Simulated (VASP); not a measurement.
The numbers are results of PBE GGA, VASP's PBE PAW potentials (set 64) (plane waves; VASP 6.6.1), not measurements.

VASP input:

POSCAR:
```
LiH
1
    0.0000000000     1.9991872381     1.9991872381
    1.9991872381     0.0000000000     1.9991872381
    1.9991872381     1.9991872381     0.0000000000
Li H
1 1
Direct
  0.0000000000   0.0000000000   0.0000000000
  0.5000000000   0.5000000000   0.5000000000
```

INCAR:
```
ALGO = Normal
EDIFF = 1E-7
ENCUT = 520
GGA = PE
ICHARG = 11
ISMEAR = 0
LASPH = .TRUE.
LCHARG = .FALSE.
LORBIT = 11
LREAL = .FALSE.
LWAVE = .FALSE.
NELM = 100
PREC = Accurate
SIGMA = 0.05
SYSTEM = LiH
```

KPOINTS:
```
k-points along high-symmetry lines
15
Line-mode
Reciprocal
  0.000000   0.000000   0.000000 ! GAMMA
  0.500000   0.000000   0.500000 ! X

  0.500000   0.000000   0.500000 ! X
  0.625000   0.250000   0.625000 ! U

  0.375000   0.375000   0.750000 ! K
  0.000000   0.000000   0.000000 ! GAMMA

  0.000000   0.000000   0.000000 ! GAMMA
  0.500000   0.500000   0.500000 ! L

  0.500000   0.500000   0.500000 ! L
  0.500000   0.250000   0.750000 ! W

  0.500000   0.250000   0.750000 ! W
  0.500000   0.000000   0.500000 ! X
```

POTCAR, in this order: Li_sv H (PBE.64 set). Program: vasp_std. Read from the step before: CHGCAR.

Output of the run:

**OUTCAR**
```
 ion  position               nearest neighbor table
   1  0.000  0.000  0.000-
   2  0.500  0.500  0.500-
  LATTYP: Found a face centered cubic cell.
 ALAT       =     3.9983744762
 Subroutine PRICEL returns:
 Original cell was already a primitive cell.
 Subroutine GETGRP returns: Found 48 space group operations
The static configuration has the point symmetry O_h .
The dynamic configuration has the point symmetry O_h .
 Subroutine INISYM returns: Found 48 space group operations
   k-points           NKPTS =     90   k-points in BZ     NKDIM =     90   number of bands    NBANDS=      6
   number of dos      NEDOS =    301   number of ions     NIONS =      2
   total plane-waves  NPLWV =  13824
   dimension x,y,z NGX =    24 NGY =   24 NGZ =   24
   dimension x,y,z NGXF=    48 NGYF=   48 NGZF=   48
   ions per type =               1   1
   PREC   = accura    normal or accurate (medium, high low for compatibility)
   ISTART =      0    job   : 0-new  1-cont  2-samecut
   ICHARG =     11    charge: 1-file 2-atom 10-const
   ISPIN  =      1    spin polarized calculation?
   LNONCOLLINEAR =      F non collinear calculations
   LSORBIT =      F    spin-orbit coupling
   INIWAV =      1    electr: 0-lowe 1-rand  2-diag
   ENCUT  =  520.0 eV  38.22 Ry    6.18 a.u.   5.26  5.26  5.26*2*pi/ulx,y,z
   NELM   =    100;   NELMIN=  2; NELMDL= -5     # of ELM steps
   EDIFF  = 0.1E-06   stopping-criterion for ELM
   LREAL  =      F    real-space projection
   NLSPLINE    = F    spline interpolate recip. space projectors
   LMAXMIX     =    2 max onsite mixed and CHGCAR
   VOSKOWN=      0    Vosko Wilk Nusair interpolation
   EDIFFG = 0.1E-05   stopping-criterion for IOM
   NSW    =      0    number of steps for IOM
   NBLOCK =      1;   KBLOCK =      1    inner block; outer block
   IBRION =     -1    ionic relax: 0-MD 1-quasi-New 2-CG
   NFREE  =      0    steps in history (QN), initial steepest desc. (CG)
   ISIF   =      2    stress and relaxation
   ISYM   =      2    0-nonsym 1-usesym 2-fastsym
   TEIN   =    0.0    initial temperature
   TEBEG  =    0.0;   TEEND  =   0.0 temperature during run
...
```

File OSZICAR:
```
       N       E                     dE             d eps       ncg     rms          rms(c)
DAV:   1    -0.124068107685E+01   -0.12407E+01   -0.14885E+03  1128   0.622E+02
DAV:   2    -0.563508924264E+01   -0.43944E+01   -0.41877E+01  1548   0.610E+01
DAV:   3    -0.572805705348E+01   -0.92968E-01   -0.92968E-01  1272   0.851E+00
DAV:   4    -0.572960997812E+01   -0.15529E-02   -0.15529E-02  1518   0.884E-01
DAV:   5    -0.572962704862E+01   -0.17070E-04   -0.17070E-04  1260   0.497E-02
DAV:   6    -0.572962708703E+01   -0.38414E-07   -0.38414E-07  1458   0.302E-03
   1 F= -.57296271E+01 E0= -.57296271E+01  d E =-.964591E-15
```

OUTCAR:
```
 val. band max:        0.1268602032   @ k =   0.5000   0.0000   0.5000

 cond. band min:       3.1005553815   @ k =   0.5000   0.0000   0.5000



 k-point     1 :       0.0000    0.0000    0.0000
  band No.  band energies     occupation
      1     -44.1565      2.00000
      2      -5.3353      2.00000
      3      16.3200      0.00000
      4      18.0960      0.00000
      5      18.0960      0.00000
      6      18.0960      0.00000

 k-point     2 :       0.0357    0.0000    0.0357
  band No.  band energies     occupation
      1     -44.1557      2.00000
      2      -5.3050      2.00000
      3      16.0919      0.00000
      4      17.8020      0.00000
      5      17.8020      0.00000
      6      18.2851      0.00000

 k-point     3 :       0.0714    0.0000    0.0714
  band No.  band energies     occupation
      1     -44.1534      2.00000
      2      -5.2137      2.00000
      3      15.5664      0.00000
      4      17.1097      0.00000
      5      17.1097      0.00000
      6      18.6519      0.00000

 k-point     4 :       0.1071    0.0000    0.1071
  band No.  band energies     occupation
      1     -44.1497      2.00000
      2      -5.0606      2.00000
      3      14.8806      0.00000
      4      16.2761      0.00000
      5      16.2761      0.00000
      6      18.9204      0.00000

 k-point     5 :       0.1429    0.0000    0.1429
  band No.  band energies     occupation
      1     -44.1448      2.00000
      2      -4.8446      2.00000
      3      14.0476      0.00000
      4      15.4288      0.00000
      5      15.4288      0.00000
      6      18.9101      0.00000

 k-point     6 :       0.1786    0.0000    0.1786
  band No.  band energies     occupation
      1     -44.1388      2.00000
      2      -4.5633      2.00000
      3      13.0458      0.00000
      4      14.6212      0.00000
      5      14.6212      0.00000
      6      18.0177      0.00000

...
```

The density is held fixed in this step, so its total energy and stress have no physical meaning.

The compound is LiH in the rock salt structure. It was relaxed first, which changed the volume by -6 %.
